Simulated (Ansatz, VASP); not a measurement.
CeC: VASP beside Ansatz

The input INCAR:

```
  PREC = Accurate
  ENCUT = 520
  EDIFF = 1E-7
  ISMEAR = 0
  SIGMA = 0.05
  LREAL = False
  LASPH = True
  NELM = 80
  ALGO = Normal
  ISIF = 2
  LWAVE = False
  LCHARG = False
  GGA = PS
  NBANDS = 15
```

KPOINTS

```
regular mesh
0
Gamma
  10 10 10
```

POSCAR

```
CeC
1.0
   -0.0135567930      2.7113585900      2.7113585900
    2.6978017971      0.0000000000      2.6978017971
    2.7113585900      2.7113585900     -0.0135567930
Ce C
1 1
Direct
    0.0000000000      0.0000000000      0.0000000000
    0.2500000000      0.2500000000      0.2500000000
```

Input for Ansatz:

```yaml
crystal:
  lattice:
    - [-0.013556793, 2.71135859, 2.71135859]
    - [2.6978017971, 0.0, 2.6978017971]
    - [2.71135859, 2.71135859, -0.013556793]
  atoms:
    - { symbol: Ce, position: [0.0, 0.0, 0.0] }
    - { symbol: C, position: [0.25, 0.25, 0.25] }
basis:
  ecutwfc: 420
  ecutrho_ratio: 4
kpoints:
  mp_grid: { grid: [10, 10, 10] }
hamiltonian:
  xc: pbesol
scf:
  occupations: { method: gaussian, width: 0.05 }
output:
  forces: true
  stress: true
  eigenvalues: true
```

Change from the starting cell: strain e5 = -0.01, atoms carried along.

Alike in both runs: task single point; functional PBEsol; k mesh 10 × 10 × 10; occupations gaussian, width 0.05 eV; no spin polarisation.

|  | VASP | Ansatz |
| --- | --- | --- |
| version | VASP 6.6.1 | Ansatz 0.2.0 |
| potentials or method | VASP PAW PBE potentials, release 64 (Ce, C) | scalar-relativistic, plane waves, PAW |
| plane-wave cutoff (eV) | 520 | 420 |
| valence electrons in the cell | 16 | 16 |

VASP gave:

| Quantity | Value |
| --- | --- |
| gap on the k mesh at the Fermi level (eV) | 0.08 |
| least direct gap on the mesh (eV) | 0.77 |
| pressure (GPa) | 0.0 |
| largest component of the traceless stress (GPa) | 0.43 |
| rms of the force components (eV/Å) | 0.027 |

Problem. What did Ansatz give for the same quantities?

Solution. gap on the k mesh at the Fermi level (eV): 0.08; least direct gap on the mesh (eV): 0.77; pressure (GPa): 0.0; largest component of the traceless stress (GPa): 0.42; rms of the force components (eV/Å): 0.027.

Atom by atom the forces differ by 0.001 eV/Å (rms over components).

Caveats: the PAW data sets were made with another functional, which shifts forces and pressure a little (VASP); spin-orbit coupling is left out, which moves the levels of the heavy elements; without U or exact exchange the open f shell lies at the Fermi level, which spoils levels, moments and volumes. Spin polarisation is off, so any magnetic state and its effect on volume and gap are missing.
